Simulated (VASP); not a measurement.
An input for Quantum ESPRESSO's pw.x (written as the equivalent of a VASP run, and not itself run):

```
&CONTROL
  calculation = 'scf'
  pseudo_dir = './pseudo'
  outdir = './out'
  tprnfor = .true.
  tstress = .true.
/
&SYSTEM
  ibrav = 0
  nat = 2
  ntyp = 2
  ecutwfc = 84
  occupations = 'smearing'
  smearing = 'gaussian'
  degauss = 0.003675
  input_dft = 'revpbe'
/
&ELECTRONS
  conv_thr = 7.3e-09
  electron_maxstep = 100
/
ATOMIC_SPECIES
  B 10.810 B.upf
  As 74.922 As.upf
CELL_PARAMETERS angstrom
     0.0000000    2.3703142    2.3703142
     2.3703142    0.0000000    2.3703142
     2.3703142    2.3703142    0.0000000
ATOMIC_POSITIONS crystal
  B    0.0000000  0.0000000  0.0000000
  As   0.2500000  0.2500000  0.2500000
K_POINTS automatic
  9 9 9 0 0 0
```

**Question.** Translate this input to VASP (INCAR, KPOINTS, POSCAR, choice of POTCAR).

**Answer.** This is not unique; one that fits is 
### KPOINTS
```
Automatic mesh
0
Gamma
9 9 9
0 0 0
```

File POSCAR:
```
BAs
1
    0.0000000000     2.3703141919     2.3703141919
    2.3703141919     0.0000000000     2.3703141919
    2.3703141919     2.3703141919     0.0000000000
B As
1 1
Direct
  0.0000000000   0.0000000000   0.0000000000
  0.2500000000   0.2500000000   0.2500000000
```

**INCAR**
```
# general
SYSTEM   =  BAs
PREC     =  Accurate
ENCUT    =  520   # plane-wave cut-off (eV)
LREAL    =  .FALSE.   # projection in real space or not
LASPH    =  .TRUE.   # aspherical one-centre terms

# electronic loop
EDIFF    =  1E-7
NELM     =  100   # most electronic steps
ALGO     =  Normal
LMAXMIX  =  4   # l cut-off of mixed one-centre charges

# smearing
ISMEAR   =  0   # Gaussian
SIGMA    =  0.05

# functional
GGA      =  RE

# ions
ISIF     =  2

# output
LWAVE    =  .FALSE.
LCHARG   =  .FALSE.
```

POTCAR, in this order: B As (PBE.64 set). Program: vasp_std.

Limits of the translation: the potentials are each code's own (VASP's PAW set, PseudoDojo norm-conserving files in pw.x), so ENCUT and ecutwfc are chosen apart and not converted; conv_thr bounds pw.x's estimated SCF error, while EDIFF bounds the energy change between steps.

The compound is BAs in the zinc blende structure. This cell is one point of a volume scan, at 0.94 of the reference volume.
